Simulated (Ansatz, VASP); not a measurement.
# BiAs: VASP beside Ansatz

One calculation is typed for both programs; each brings its own data sets and cutoff. How far apart do they land? The cell is generated by rule, not measured, and may not be a known phase. The cell is taken from a series of VASP runs on this material, whose earlier steps may have relaxed, scaled or displaced it; both programs get it as it stands.

Program: Ansatz 0.2.0. Level of theory: plane waves, with VASP 6.6.1 beside it; band structure at PBE, spin-orbit coupling. Results are calculated unless marked as measured.

The structure was built from a prototype and need not be the compound's stable phase.

### Step 1. The structure

The structure is cubic, space group Fm-3m (No. 225). Conventional cell: a = 6.100 Å, b = 6.100 Å, c = 6.100 Å, α = 90.00°, β = 90.00°, γ = 90.00°. Nearest to As lie 6 Bi at 3.05 Å. Nearest to Bi lie 6 As at 3.05 Å. Farther neighbours are not listed.

Coordinates:

```xyz
2
Lattice="0.0000 3.0500 3.0500 3.0500 0.0000 3.0500 3.0500 3.0500 0.0000" Properties=species:S:1:pos:R:3 pbc="T T T"
As    0.0000    0.0000    0.0000
Bi    3.0500    3.0500    3.0500
```

### Step 2. VASP: band structure, PBE, spin-orbit coupling

A single point gives forces, pressure and levels at one fixed geometry, so differences don't come from the geometry; what else differs is listed under the comparison.

Lines of VASP's logs that name or quote its potential files are left out, and so is its time.

INCAR

```
SYSTEM = BiAs
PREC = Accurate
ENCUT = 400
EDIFF = 1E-06
NELM = 100
ISMEAR = 0
SIGMA = 0.02
LREAL = .FALSE.
ALGO = Normal
GGA = PE
LNONCOLLINEAR = .TRUE.
MAGMOM = 0 0 0 0 0 0
NBANDS = 32
GGA_COMPAT = .FALSE.
LASPH = .TRUE.
LSORBIT = .TRUE.
LORBIT = 11
LWAVE = .FALSE.
LCHARG = .FALSE.
KPAR = 4
ISIF = 2
```

POSCAR

```
BiAs
1.0
    0.0000000000      3.0500000000      3.0500000000
    3.0500000000      0.0000000000      3.0500000000
    3.0500000000      3.0500000000      0.0000000000
As Bi
1 1
Direct
    0.0000000000      0.0000000000      0.0000000000
    0.5000000000      0.5000000000      0.5000000000
```

KPOINTS

```
Automatic mesh
0
Gamma
8 8 8
0 0 0
```

KPOINTS_OPT

```
Line mode
16
Line-mode
Reciprocal
  0.00000000   0.00000000   0.00000000 GAMMA
  0.50000000   0.00000000   0.50000000 X

  0.50000000   0.00000000   0.50000000 X
  0.50000000   0.25000000   0.75000000 W

  0.50000000   0.25000000   0.75000000 W
  0.37500000   0.37500000   0.75000000 K

  0.37500000   0.37500000   0.75000000 K
  0.00000000   0.00000000   0.00000000 GAMMA

  0.00000000   0.00000000   0.00000000 GAMMA
  0.50000000   0.50000000   0.50000000 L

  0.50000000   0.50000000   0.50000000 L
  0.62500000   0.25000000   0.62500000 U

  0.62500000   0.25000000   0.62500000 U
  0.50000000   0.25000000   0.75000000 W

  0.50000000   0.25000000   0.75000000 W
  0.50000000   0.50000000   0.50000000 L

  0.50000000   0.50000000   0.50000000 L
  0.37500000   0.37500000   0.75000000 K

  0.62500000   0.25000000   0.62500000 U
  0.50000000   0.00000000   0.50000000 X
```

PAW data sets: As and Bi_d (PBE family, release 64).

Command:

```sh
$ mpirun -np 4 vasp_ncl
```

Numbers of over 12 decimals in the logs are rounded to 6 here.

The program printed:

```text
[banner, memory and clock lines left out]
running    4 mpi-ranks, on    1 nodes
 distrk:  each k-point on    1 cores,    4 groups
 distr:  one band on    1 cores,    1 groups

 POSCAR found type information on POSCAR AsBi
 POSCAR found :  2 types and       2 ions
 LDA part: xc-table for (Slater+PW92), standard interpolation
 POSCAR, INCAR and KPOINTS ok, starting setup
 FFT: planning ... GRIDC
 FFT: planning ... GRID_SOFT
 FFT: planning ... GRID
 WAVECAR not read
 entering main loop
       N       E                     dE             d eps       ncg     rms          rms(c)
DAV:   1     0.176875572268E+03    0.17688E+03   -0.84972E+03  1856   0.111E+03
DAV:   2     0.809922600278E+01   -0.16878E+03   -0.16323E+03  1912   0.344E+02
DAV:   3    -0.874722255194E+01   -0.16846E+02   -0.16542E+02  2344   0.120E+02
DAV:   4    -0.934175054713E+01   -0.59453E+00   -0.59380E+00  2176   0.246E+01
DAV:   5    -0.936632332777E+01   -0.24573E-01   -0.24572E-01  2744   0.470E+00    0.200E+00
DAV:   6    -0.924784553247E+01    0.11848E+00   -0.52171E-01  2400   0.373E+00    0.974E-01
DAV:   7    -0.925452829154E+01   -0.66828E-02   -0.53279E-02  2312   0.127E+00    0.587E-01
DAV:   8    -0.925629233023E+01   -0.17640E-02   -0.56863E-03  2368   0.804E-01    0.237E-01
DAV:   9    -0.925616479394E+01    0.12754E-03   -0.64803E-04  2320   0.211E-01    0.995E-02
DAV:  10    -0.925608813137E+01    0.76663E-04   -0.40446E-04  2352   0.166E-01    0.404E-02
DAV:  11    -0.925611189535E+01   -0.23764E-04   -0.85877E-05  2104   0.647E-02    0.163E-02
DAV:  12    -0.925611315987E+01   -0.12645E-05   -0.16228E-05  2616   0.474E-02    0.536E-03
DAV:  13    -0.925611212091E+01    0.10390E-05   -0.23419E-06  1856   0.118E-02    0.180E-03
DAV:  14    -0.925611189652E+01    0.22439E-06   -0.17185E-07  1216   0.633E-03
   1 F= -.92561119E+01 E0= -.92561107E+01  d E =-.230040E-05  mag=     0.0000    -0.0000    -0.0000
 Start KPOINTS_OPT (optional k-point list driver)
k-point batch [1-29\160]
       N       E                     dE             ncg
DAV:   1     0.466183993313E+03   -0.11234E+05     1864
DAV:   2    -0.447519712896E+04   -0.49414E+04     1936
DAV:   3    -0.495351267829E+04   -0.47832E+03     2448
DAV:   4    -0.496878479592E+04   -0.15272E+02     2256
DAV:   5    -0.496945447606E+04   -0.66968E+00     2768
DAV:   6    -0.496947051519E+04   -0.16039E-01     2528
DAV:   7    -0.496947084468E+04   -0.32949E-03     2752
DAV:   8    -0.496947085327E+04   -0.85909E-05     2400
DAV:   9    -0.496947085341E+04   -0.14151E-06     1528
[...]
k-point batch [146-160\160]
       N       E                     dE             ncg
DAV:   1     0.761872640352E+04   -0.85469E+04      960
DAV:   2     0.505469588642E+04   -0.25640E+04      960
DAV:   3     0.480336347706E+04   -0.25133E+03     1272
DAV:   4     0.479547261612E+04   -0.78909E+01     1144
DAV:   5     0.479507464855E+04   -0.39797E+00     1488
DAV:   6     0.479506771660E+04   -0.69319E-02     1256
DAV:   7     0.479506741747E+04   -0.29913E-03     1504
DAV:   8     0.479506741418E+04   -0.32952E-05     1120
DAV:   9     0.479506741410E+04   -0.81060E-07      816
```

From OUTCAR (step 2):

```text
ion  position               nearest neighbor table
   1  0.000  0.000  0.000-   2 3.05   2 3.05   2 3.05   2 3.05   2 3.05   2 3.05
   2  0.500  0.500  0.500-   1 3.05   1 3.05   1 3.05   1 3.05   1 3.05   1 3.05

  LATTYP: Found a face centered cubic cell.
 ALAT       =     6.1000000000

 Subroutine GETGRP returns: Found 48 space group operations
 (whereof 48 operations were pure point group operations)

The static configuration has the point symmetry O_h .

 Found     29 irreducible k-points:

   k-points           NKPTS =     29   k-points in BZ     NKDIM =     29   number of bands    NBANDS=     32

   dimension x,y,z NGX =    28 NGY =   28 NGZ =   28
   dimension x,y,z NGXF=    56 NGYF=   56 NGZF=   56

   ENCUT  =  400.0 eV  29.40 Ry    5.42 a.u.   7.03  7.03  7.03*2*pi/ulx,y,z

   NELECT =      20.0000    total number of electrons

 k-points in reciprocal lattice and weights: Automatic mesh
   0.00000000  0.00000000  0.00000000       0.002
   0.12500000  0.00000000  0.00000000       0.016
   0.25000000  0.00000000  0.00000000       0.016
   0.37500000  0.00000000  0.00000000       0.016
   0.50000000  0.00000000  0.00000000       0.008
   0.12500000  0.12500000  0.00000000       0.012
   0.25000000  0.12500000  0.00000000       0.047
   0.37500000  0.12500000  0.00000000       0.047
   0.50000000  0.12500000  0.00000000       0.047
[...]
-0.37500000  0.50000000  0.12500000       0.023
  -0.25000000  0.50000000  0.25000000       0.012

 average (electrostatic) potential at core
       1 -48.8488       2-105.1390

 E-fermi :   5.6505

 k-point     1 :       0.0000    0.0000    0.0000
  band No.  band energies     occupation
    ...
     16       3.4898      1.00000
     17       4.5763      1.00000
     18       4.5763      1.00000
     19       4.5763      1.00000
     20       4.5763      1.00000
     21       8.0736      0.00000
     22       8.0736      0.00000
     23       9.9840      0.00000
     24       9.9840      0.00000
     25       9.9841      0.00000
    ...

 k-point     2 :       0.1250    0.0000    0.0000
  band No.  band energies     occupation
    ...
     16       3.6028      1.00000
     17       4.6136      1.00000
     18       4.6136      1.00000
     19       4.7043      1.00000
     20       4.7043      1.00000
     21       7.5793      0.00000
     22       7.5793      0.00000
     23       9.1086      0.00000
     24       9.1086      0.00000
     25       9.2665      0.00000
    ...

 k-point     3 :       0.2500    0.0000    0.0000
  band No.  band energies     occupation
    ...
     16       3.8529      1.00000
     17       4.7489      1.00000
     18       4.7489      1.00000
     19       4.9684      1.00000
     20       4.9684      1.00000
     21       6.6163      0.00000
     22       6.6163      0.00000
     23       7.7886      0.00000
     24       7.7886      0.00000
     25       8.0528      0.00000
    ...

  Total       -0.5446931     -0.5446931     -0.5446931     -0.0000000      0.0000000     -0.0000000
  in kB      -15.3791716    -15.3791716    -15.3791716     -0.0000000      0.0000000     -0.0000000
  external PRESSURE =     -15.3791716 kB  Pullay stress =       0.0000000 kB

  energy-cutoff  :      400.00
  volume of cell :       56.75
      direct lattice vectors                 reciprocal lattice vectors
     0.000000000  3.050000000  3.050000000    -0.163934426  0.163934426  0.163934426
     3.050000000  0.000000000  3.050000000     0.163934426 -0.163934426  0.163934426
     3.050000000  3.050000000  0.000000000     0.163934426  0.163934426 -0.163934426

 POSITION                                       TOTAL-FORCE (eV/Angst)
 -----------------------------------------------------------------------------------
      0.00000      0.00000      0.00000         0.000000      0.000000      0.000000
      3.05000      3.05000      3.05000        -0.000000     -0.000000     -0.000000
 -----------------------------------------------------------------------------------
    total drift:                                0.000000      0.000000      0.000000

  FREE ENERGIE OF THE ION-ELECTRON SYSTEM (eV)
  ---------------------------------------------------
  free  energy   TOTEN  =        -9.2561118965 eV

  energy  without entropy=       -9.2561095961  energy(sigma->0) =       -9.25611075

 Spin-Orbit-Coupling matrix elements
 Ion:    1  E_soc:     -0.0306510
 Ion:    2  E_soc:     -1.5631963

 total charge
# of ion       s       p       d       tot
------------------------------------------
    1        1.288   1.370   0.021   2.679
    2        1.552   1.196   9.938  12.687
--------------------------------------------------
tot          2.840   2.565   9.960  15.366

 magnetization (x)
# of ion       s       p       d       tot
------------------------------------------
    1       -0.000   0.000   0.000  -0.000
    2       -0.000   0.000   0.000  -0.000
--------------------------------------------------
tot         -0.000   0.000   0.000  -0.000

 magnetization (y)
# of ion       s       p       d       tot
------------------------------------------
    1       -0.000   0.000   0.000  -0.000
    2        0.000   0.000   0.000   0.000
--------------------------------------------------
tot          0.000   0.000   0.000   0.000

 magnetization (z)
# of ion       s       p       d       tot
------------------------------------------
    1        0.000  -0.000   0.000   0.000
    2        0.000   0.000   0.000   0.000
--------------------------------------------------
tot          0.000  -0.000   0.000   0.000

[... 3 further parts left out ...]
```

The run ends at a pressure of -1.54 GPa.

### Step 3. Ansatz: band structure, PBE, spin-orbit coupling

Ansatz runs on its fully relativistic PAW (standard-fr) files.

The same cell, functional, mesh and smearing now go to Ansatz, which takes its cutoff from its data sets.

input.yaml

```yaml
crystal:
  lattice:
    - [0.0, 3.05, 3.05]
    - [3.05, 0.0, 3.05]
    - [3.05, 3.05, 0.0]
  atoms:
    - { symbol: As, position: [0.0, 0.0, 0.0] }
    - { symbol: Bi, position: [0.5, 0.5, 0.5] }
hamiltonian:
  xc: pbe
  pseudopotentials: { kind: paw_fr }
magnetization:
  noncollinear: true
  spin_orbit: true
kpoints:
  mp_grid: { grid: [8, 8, 8] }
  band_path:
    path:
      - [0.0, 0.0, 0.0]
      - [0.16667, 0.0, 0.16667]
      - [0.33333, 0.0, 0.33333]
      - [0.5, 0.0, 0.5]
      - [0.5, 0.08333, 0.58333]
      - [0.5, 0.18333, 0.68333]
      - [0.5, 0.25, 0.75]
      - [0.45, 0.3, 0.75]
      - [0.40833, 0.34167, 0.75]
      - [0.35, 0.35, 0.7]
      - [0.225, 0.225, 0.45]
      - [0.075, 0.075, 0.15]
      - [0.03333, 0.03333, 0.03333]
      - [0.23333, 0.23333, 0.23333]
      - [0.4, 0.4, 0.4]
      - [0.51667, 0.46667, 0.51667]
      - [0.55833, 0.38333, 0.55833]
      - [0.60833, 0.28333, 0.60833]
      - [0.60833, 0.25, 0.64167]
      - [0.55833, 0.25, 0.69167]
      - [0.51667, 0.25, 0.73333]
      - [0.5, 0.3, 0.7]
      - [0.5, 0.38333, 0.61667]
      - [0.5, 0.48333, 0.51667]
      - [0.475, 0.475, 0.55]
      - [0.425, 0.425, 0.65]
      - [0.38333, 0.38333, 0.73333]
      - [0.59167, 0.18333, 0.59167]
      - [0.55, 0.1, 0.55]
      - [0.5, 0.0, 0.5]
    npoints: 1
scf:
  occupations: { method: gaussian, width: 0.02 }
  n_extra_bands: 14
output:
  forces: true
  stress: true
  eigenvalues: true
  write_density: true
  write_potential: true
  elf: true
  volumetric_format: npy
```

Command:

```sh
$ ansatz run input.yaml --threads 2 --pin off --max-ram 4608MiB --backend cpu --events-out ev --progress --plain --runs-dir out
```

The program printed:

```text
scf.n_extra_bands = 14 over 30 filled bands (N_el = 30.0): the run solves 44 bands
Engine: ansatz 0.2.0, aarch64-unknown-linux-gnu
Pseudopotentials: kind: paw_fr
Pseudopotential: As, paw_fr, valence charge 15, recommended cutoff 420 eV (normal), As.paw.azcp#standard-fr
Pseudopotential: Bi, paw_fr, valence charge 15, recommended cutoff 420 eV (normal), Bi.paw.azcp#standard-fr
Functional definition: PBE
  parameter kappa = 0.804
  parameter beta = 0.066725
  exchange = pbe_x(kappa = kappa, mu = beta*pi^2/3)
  correlation = pbe_c(beta = beta)
non-collinear run that drives no moment, with spin-orbit: no starting moment large enough to seed its density (crystal.atoms[].spin), no starting occupations that ask for one, no magnetisation constraint and no magnetic field, so the semilocal B_xc is pinned to zero
Crystal: 2 atoms, lattice volume = 56.745 Å³
Basis set: ecut = 420 eV, 1067 PW (Γ), exchange–correlation on 60×60×60 points (8 copies of the dense FFT grid, shifted against one another)
Bands: 44, of which v1, the nominal top of the filled ones, is band 30 counted from 1 (29 counted from 0)
Symmetry: 48 space group operations + 48 with time reversal
Magnetic group: BNS 225.117 (UNI 1619), of the structure as read, at distance tolerance 3.8e-5 Å
k-points: 29 of 512
Projection manifold: j_resolved (fully-relativistic pseudo-atomic orbitals)
Non-local potential: As, projectors of the file, l = 0: 2, l = 1: 4, l = 2: 6, l = 3: 2
Non-local potential: Bi, projectors of the file, l = 0: 2, l = 1: 4, l = 2: 4, l = 3: 4
PAW form: soft (Blöchl's): semilocal exchange-correlation on the pseudo side does not see the compensation charge
PAW one-centre angular grid: As, 590 points (default); XC on 64 Gauss nodes
PAW one-centre angular grid: Bi, 590 points (default); XC on 96 Gauss nodes
Initial density: superposition of atomic densities (chi_scale 0.1, normalization cell, long waves kept (reshape's long-wave potential 0.00 eV rms))
Initial wavefunctions: pseudopotential atomic-orbital guess
Functional: x = pbe(κ = 0.804, μ = 0.219515), c = pbe(β = 0.066725)
SCF iter   1: F=—  HF=-17294.545504 eV  |F-HF|=—  |Δ(HF+E_count)|=         —  Δρ=1.47e-2  dr2=1.44e-1  dr2_m=0.00e0 (ungated)  ethr=3.10e-3  |M|=0.00e0 ∫|m|=0.00e0 μB  |m|>n=0.0e0 m-floor=0.0e0 τ_xc=0.0e0  β_m=0.30  ⟨swp⟩=8.0  Hψ=3099  notcnv=0  defer=48
preconditioner: auto → none  [insulator: Δε(μ)=0.122 eV  Ē_g=11.756 eV  σ=0.020 eV  W_gap=1.00  n_scr=14 (ndim 8)  ℏωp=15.6 eV  f_vac=0.000  D(μ)=0.00/eV (n_scr^D=0)  ε∞_Penn≈2.8]
SCF iter   2: F=—  HF=-17294.530034 eV  |F-HF|=—  |Δ(HF+E_count)|=   1.55e-2  Δρ=8.94e-3  dr2=3.72e-2  dr2_m=0.00e0 (ungated)  ethr=4.79e-4  |M|=0.00e0 ∫|m|=0.00e0 μB  |m|>n=0.0e0 m-floor=0.0e0 τ_xc=0.0e0  β_m=0.42  ⟨swp⟩=2.0  Hψ=853  notcnv=0  defer=204
SCF iter   3: F=—  HF=-17294.531806 eV  |F-HF|=—  |Δ(HF+E_count)|=   1.77e-3  Δρ=3.62e-3  dr2=6.78e-3  dr2_m=0.00e0 (ungated)  ethr=1.24e-4  |M|=0.00e0 ∫|m|=0.00e0 μB  |m|>n=0.0e0 m-floor=0.0e0 τ_xc=0.0e0  β_m=0.49  ⟨swp⟩=2.0  Hψ=630  notcnv=0  defer=208
SCF iter   4: F=—  HF=-17294.532629 eV  |F-HF|=—  |Δ(HF+E_count)|=   8.23e-4  Δρ=4.76e-4  dr2=9.52e-5  dr2_m=0.00e0 (ungated)  ethr=2.26e-5  |M|=0.00e0 ∫|m|=0.00e0 μB  |m|>n=0.0e0 m-floor=0.0e0 τ_xc=0.0e0  β_m=0.51  ⟨swp⟩=2.7  Hψ=935  notcnv=0  defer=208
SCF iter   5: F=—  HF=-17294.532670 eV  |F-HF|=—  |Δ(HF+E_count)|=   4.12e-5  Δρ=1.48e-4  dr2=5.83e-6  dr2_m=0.00e0 (ungated)  ethr=3.17e-7  |M|=0.00e0 ∫|m|=0.00e0 μB  |m|>n=0.0e0 m-floor=0.0e0 τ_xc=0.0e0  β_m=0.72  ⟨swp⟩=2.1  Hψ=719  notcnv=0  defer=208
SCF iter   6: F=—  HF=-17294.532672 eV  |F-HF|=—  |Δ(HF+E_count)|=   2.16e-6  Δρ=1.98e-5  dr2=2.26e-7  dr2_m=0.00e0 (ungated)  ethr=1.94e-8  |M|=0.00e0 ∫|m|=0.00e0 μB  |m|>n=0.0e0 m-floor=0.0e0 τ_xc=0.0e0  β_m=0.72  ⟨swp⟩=2.0  Hψ=824  notcnv=0  defer=208
SCF iter   7: F=-17294.532672 eV  HF=-17294.532672 eV  |F-HF|=3.04e-9  |Δ(HF+E_count)|=   7.57e-8  Δρ=3.56e-6  dr2=5.05e-9  dr2_m=0.00e0 (ungated)  ethr=3.33e-10  |M|=0.00e0 ∫|m|=0.00e0 μB  |m|>n=0.0e0 m-floor=0.0e0 τ_xc=0.0e0  ⟨swp⟩=15.3  Hψ=4909  notcnv=0
SCF 1 converged in 7 iterations: F = -17294.532672 eV  dr2 = 5.05e-9
  greatest PAW one-centre occupation: 0.999 electrons in one spin orbital (limit 2), on the As atom at site 0 (counted from 0), in its partial waves of l = 2
NSCF: frozen V_eff on 30 k-points
SCF converged after 7 iterations
Magnetization: |M| = 0.0000 μB,  M = (+0.0000, +0.0000, +0.0000) μB
Absolute magnetization: 0.0000 μB (∫|m|)
  site 0: m = (+0.0000, +0.0000, +0.0000) μB, |m| = 0.0000 μB  (R = 1.26 Å)
  site 1: m = (+0.0000, +0.0000, +0.0000) μB, |m| = 0.0000 μB  (R = 1.26 Å)
Free energy (F): -17294.532672 eV
Harris-Foulkes:  -17294.532672 eV  (|F-HF|=3.04e-9)
Internal energy: -17294.532672 eV  (E = F + TS)
E sigma→0 (E₀):  -17294.532672 eV
Entropy (-TS):   -0.000001 eV (-0.000 meV/atom)
Fermi energy:    9.751636 eV
--- Per-component energies (eV) ---
  E_band       = -341.257030
  E_kinetic    = 404.516690
  E_local      = -3250.547860  (includes V_loc(G=0)·N_el)
  E_nonlocal   = -109.067541
  E_hartree    = 1445.833186
  E_xc         = -230.332663
  E_vxc        = -222.925204  (∫ρ·V_xc dr)
  E_paw        = -12540.961145  (= ΣΔE_a)
  E_vpaw       = -54.901503  (= ΣTr[D̂ρ^β])
  E_aug_tail   = -0.000385  (compensation charges beyond the density's cutoff)
  E_ewald      = -3013.972954
  E_smearing   = -0.000001  (= −TS)
  E_closure    = 0.000000  (closes the sum)
  Σ components = -17294.532672   (vs F -17294.532672, Δ=0.00e0)
--- Forces (eV/Å), atoms counted from 1 ---
  atom   1  As    -0.00000000     0.00000000     0.00000000
  atom   2  Bi     0.00000000    -0.00000000    -0.00000000
  max |Σ_I F_I| component: 1.30e-28 eV/Å
--- Stress (GPa, compression-positive) ---
       -1.453664       0.000000       0.000000
        0.000000      -1.453664       0.000000
       -0.000000       0.000000      -1.453664
  P = ⅓ Tr σ = -1.4537 GPa (-14.537 kbar)
--- Band table (eV; the first three rows and the last of 29) ---
  k-point 0: bands = [... 26 lower, 8.6782, 8.6782, 8.6782, 8.6782, 12.0440, 12.0440, 14.1075, 14.1075, ... 10 higher]
  k-point 1: bands = [... 26 lower, 8.7152, 8.7152, 8.8083, 8.8083, 11.5706, 11.5706, 13.2309, 13.2309, ... 10 higher]
  k-point 2: bands = [... 26 lower, 8.8492, 8.8492, 9.0745, 9.0745, 10.6393, 10.6393, 11.9088, 11.9088, ... 10 higher]
  k-point 28: bands = [... 26 lower, 5.5605, 5.5605, 9.7020, 9.7020, 10.3100, 10.3100, 15.0292, 15.0292, ... 10 higher]
```

Run time: 14 s. Hardware: 2 threads of Arm Neoverse V1, shared host; peak memory 0.53 GiB.

Reading the cycles: dr2 is the Hartree energy of the density residual (eV), the measure of convergence; HF is the Harris–Foulkes estimate of the energy, which meets the free energy F at convergence.

### Step 4. Differences

Known differences besides the potentials themselves: spin-orbit coupling enters by fully relativistic files in Ansatz and inside the spheres in VASP; the data sets hold 30 valence electrons in Ansatz (fully relativistic PAW (standard-fr) files) and 20 in VASP; the cutoff is 420 eV in Ansatz and 400 eV in VASP. Total energies have different zeros and are not compared.

The two programs side by side:

```csv
quantity,Ansatz,VASP,difference
pressure (GPa),-1.45,-1.54,+0.08
```

Levels from 3 eV below to 2 eV above the Fermi level differ by 44 meV r.m.s. and 126 meV at most; each VASP level is matched to the nearest of Ansatz, which flatters the figure a little. Ansatz's pressure holds a Pulay correction of 0.03 GPa; VASP's holds none.

### Step 5. Results

| Property | Result |
| --- | --- |
| r.m.s. difference of levels near the Fermi level (band structure, PBE, spin-orbit coupling) | 44 meV |

**Reading.** The r.m.s. difference of levels near the Fermi level is 44 meV (band structure, PBE, spin-orbit coupling), within the 80 meV picked in this series as the mark of a large difference. 1 further run of this series is not shown here. Such differences can come from data sets, numerical settings and the points named under the comparisons, not from the functional's error against experiment.

[Lines on the potential files, build, host, timing and source positions are cut from VASP's logs without a mark.]

[Logs are printed without paths, hosts, clocks, repeated set-up lines and the standing remarks that a program may print on its own settings, such as how far it seeks lower states.]

[Hosts, paths, dates, database ids (printed as entryN), source tags and the programs' standing remarks are cut or masked in the printed files.]
